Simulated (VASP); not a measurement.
# Cu (P6_3/mmc) in VASP: a series of runs, part 2 of 2

VASP 6.6.1. Earlier steps stand in the parts before.

## (3) Single point, LDA

INCAR reads:

```
SYSTEM = Cu
PREC = Accurate
ENCUT = 520
EDIFF = 1E-6
ISMEAR = -1
SIGMA = 0.1
LREAL = .FALSE.
LASPH = .TRUE.
NELM = 60
ALGO = Normal
ISIF = 2
LWAVE = .FALSE.
LCHARG = .FALSE.
NBANDS = 18
```

KPOINTS reads:

```
Automatic mesh
0
G
  16 16 9
  0 0 0
```

POSCAR reads:

```
Cu
1.0
    2.4861033345      0.0000000000      0.0000000000
   -1.2430516672      2.1530286441      0.0000000000
    0.0000000000      0.0000000000      4.0730469846
Cu
2
Direct
    0.3333333333      0.6666666667      0.2500000000
    0.6666666667      0.3333333333      0.7500000000
```

Potentials or basis: VASP PAW LDA potentials, release 64 (Cu).

The run is started by

```sh
$ cat potpaw_LDA.64/Cu/POTCAR > POTCAR
$ mpirun -np 1 vasp_std > vasp.out
```

OUTCAR:

```text
SYSTEM = Cu
   PREC = Accurate
   ENCUT = 520
   EDIFF = 1E-6
   ISMEAR = -1
   LREAL = .FALSE.
   LASPH = .TRUE.
   NELM = 60
   ISIF = 2

 ion  position               nearest neighbor table
   1  0.333  0.667  0.250-   2 2.49   2 2.49   2 2.49   2 2.49   2 2.49   2 2.49
   2  0.667  0.333  0.750-   1 2.49   1 2.49   1 2.49   1 2.49   1 2.49   1 2.49

  LATTYP: Found a hexagonal cell.
 ALAT       =     2.4861033345
 C/A-ratio  =     1.6383256995

  Lattice vectors:

 A1 = (   2.4861033345,   0.0000000000,   0.0000000000)
 A2 = (  -1.2430516672,   2.1530286441,   0.0000000000)
 A3 = (   0.0000000000,   0.0000000000,   4.0730469846)

Analysis of symmetry for initial positions (statically):
=====================================================================
 Subroutine PRICEL returns:
 Original cell was already a primitive cell.

 Routine SETGRP: Setting up the symmetry group for a
 hexagonal supercell.

 Subroutine GETGRP returns: Found 24 space group operations
 (whereof 12 operations were pure point group operations)
 out of a pool of 24 trial point group operations.

The static configuration has the point symmetry D_3d.
 The point group associated with its full space group is D_6h.

[... 160 lines left out ...]

 E-fermi :   8.3586     XC(G=0): -13.5775

 val. band max:        8.3241196856   @ k =   0.5000   0.0000   0.1111
 cond. band min:       8.3845320785   @ k =   0.5000   0.0000   0.0000
 fundamental gap:      0.0604123929
 Fermi energy:         8.3585733056

 k-point     1 :       0.0000    0.0000    0.0000
  band No.  band energies     occupation
      1      -1.5888      2.00000
      2       2.7843      2.00000
      3       5.0356      2.00000
      4       5.1198      2.00000
      5       5.1198      2.00000
      6       5.3539      2.00000
[... 481 lines left out ...]
      5       4.9071      2.00000
      6       5.2594      2.00000
[... 10 lines left out ...]
     17      25.1629      0.00000
     18      26.0820      0.00000

 [... further k-points ...]

------------------------ aborting loop because EDIFF is reached ----------------------------------------

  FORCE on cell =-STRESS in cart. coord.  units (eV):
  Direction    XX          YY          ZZ          XY          YZ          ZX
  --------------------------------------------------------------------------------------
  -------------------------------------------------------------------------------------
  Total        0.1663343      0.1663343      0.1200087      0.0000000     -0.0000000     -0.0000000
  in kB       12.2237337     12.2237337      8.8193137      0.0000000     -0.0000000     -0.0000000
  external PRESSURE =      11.0889270 kB  Pullay stress =       0.0000000 kB

 VOLUME and BASIS-vectors are now :
 -----------------------------------------------------------------------------
  energy-cutoff  :      520.00
  volume of cell :       21.80
      direct lattice vectors                 reciprocal lattice vectors
     2.486103335  0.000000000  0.000000000     0.402235895  0.232231002  0.000000000
    -1.243051667  2.153028644  0.000000000     0.000000000  0.464462005  0.000000000
     0.000000000  0.000000000  4.073046985     0.000000000  0.000000000  0.245516441

 POSITION                                       TOTAL-FORCE (eV/Angst)
 -----------------------------------------------------------------------------------
     -0.00000      1.43535      1.01826         0.000000     -0.000000      0.000000
      1.24305      0.71768      3.05479        -0.000000      0.000000      0.000000
 -----------------------------------------------------------------------------------
    total drift:                               -0.000000      0.000000     -0.000000

  FREE ENERGIE OF THE ION-ELECTRON SYSTEM (eV)
  ---------------------------------------------------
  free  energy   TOTEN  =        -9.4058168314 eV

  energy  without entropy=       -9.3851865925  energy(sigma->0) =       -9.39550171
```

OSZICAR:

```text
N       E                     dE             d eps       ncg     rms          rms(c)
DAV:   1     0.117604904942E+03    0.11760E+03   -0.10498E+04  6008   0.228E+03
DAV:   2    -0.521612580306E+01   -0.12282E+03   -0.11658E+03  5406   0.289E+02
DAV:   3    -0.113836804396E+02   -0.61676E+01   -0.59650E+01  5998   0.878E+01
DAV:   4    -0.114519033337E+02   -0.68223E-01   -0.68178E-01  6450   0.101E+01
DAV:   5    -0.114528491408E+02   -0.94581E-03   -0.94578E-03  6808   0.102E+00    0.114E+01
DAV:   6    -0.101401681308E+02    0.13127E+01   -0.11512E+01  5768   0.102E+02    0.532E+00
DAV:   7    -0.943984562466E+01    0.70032E+00   -0.22469E+00  5912   0.414E+01    0.845E-01
DAV:   8    -0.941018551693E+01    0.29660E-01   -0.17162E-02  6558   0.172E+00    0.469E-01
DAV:   9    -0.940578480928E+01    0.44007E-02   -0.46079E-03  7452   0.202E+00    0.151E-02
DAV:  10    -0.940581663327E+01   -0.31824E-04   -0.16637E-04  5948   0.136E-01    0.731E-03
DAV:  11    -0.940581683135E+01   -0.19808E-06   -0.13890E-06  5406   0.284E-02
   1 F= -.94058168E+01 E0= -.93955017E+01  d E =-.206302E-01
```

It took 26 s on 1 thread of Intel Xeon Platinum 8488C (Sapphire Rapids), shared host; peak memory 0.15 GiB.

Results:

| Quantity | Value |
| --- | --- |
| Free energy | -9.4058 eV |
| Pressure | 1.1 GPa |
| Band gap on the k mesh | none (metal or under the smearing width) |

Stress tensor (GPa, compression positive):
```
1.22 0.00 0.00
0.00 1.22 0.00
0.00 0.00 0.88
```

Levels at points of the mesh, in eV from the Fermi level:
```csv
k point,band 7,band 8,band 9,band 10,band 11,band 12,band 13,band 14,band 15,band 16
"(0.00, 0.00, 0.00)",-3.00,-2.67,-2.67,-1.83,-1.83,-1.22,4.12,22.18,22.96,22.96
"(0.50, 0.00, 0.00)",-2.97,-1.71,-1.67,-1.61,0.03,1.74,8.13,8.56,11.26,11.75
```

## (4) Single point, LDA

This run uses another cell than the first one, of 12.21 Å³/atom, 1.120 times its volume.

INCAR reads:

```
PREC = Accurate
ENCUT = 520
EDIFF = 1E-7
ISMEAR = -1
SIGMA = 0.1
LREAL = F
LASPH = T
NELM = 100
ALGO = Normal
ISIF = 2
LWAVE = F
LCHARG = F
GGA = CA
NBANDS = 18
```

KPOINTS reads:

```
Automatic mesh
0
Gamma
  16 16 9
```

POSCAR reads:

```
Cu
1.0
    2.5818153802      0.0000000000      0.0000000000
   -1.2909076901      2.2359177071      0.0000000000
    0.0000000000      0.0000000000      4.2298544889
Cu
2
Direct
    0.3333333333      0.6666666667      0.2500000000
    0.6666666667      0.3333333333      0.7500000000
```

The run is started by

```sh
$ cat potpaw_LDA.64/Cu/POTCAR > POTCAR
$ mpirun -np 1 vasp_std > vasp.out
```

Wall time 35 s (1 thread of Intel Xeon Platinum 8488C (Sapphire Rapids), shared host); peak memory 0.16 GiB.

Results (log left out):

```
Free energy            : -9.2747 eV
Pressure               : -15.2 GPa
Band gap on the k mesh : none (metal or under the smearing width)
```

Stress tensor (GPa, compression positive):
```
-15.12   0.00   0.00
  0.00 -15.12   0.00
  0.00   0.00 -15.28
```

Levels at points of the mesh, in eV from the Fermi level:
```
           k point  band 9  band 10  band 11  band 12  band 13  band 14
(0.00, 0.00, 0.00)   -2.41    -1.70    -1.70    -0.88     3.54    21.20
(0.50, 0.00, 0.00)   -1.57    -1.52     0.04     1.51     7.60     7.86
```

Caveat: so large a pressure means that the cell lies far from this level's equilibrium, or that cutoff or potentials fall short.

## (5) The runs side by side

```tsv
cell	k mesh	gap on the mesh (eV)	pressure (GPa)
P6_3/mmc, 10.9 Å³/atom	24 × 24 × 13	none	0.8
P6_3/mmc, 10.9 Å³/atom	16 × 16 × 9	none	1.1
P6_3/mmc, 12.21 Å³/atom	16 × 16 × 9	none	-15.2
```

Alike in all rows: task single point; level LDA; potentials or basis VASP PAW LDA potentials, release 64 (Cu); no spin polarisation; cutoff (eV) 520; smearing fermi-dirac 0.1 eV.

Every run on the cell as given and a fine mesh finds a metal.

Caveats: so large a pressure means that the cell lies far from this level's equilibrium, or that cutoff or potentials fall short (some runs).

Total energies depend on the potentials used, so only differences within one code and one set of settings carry meaning.
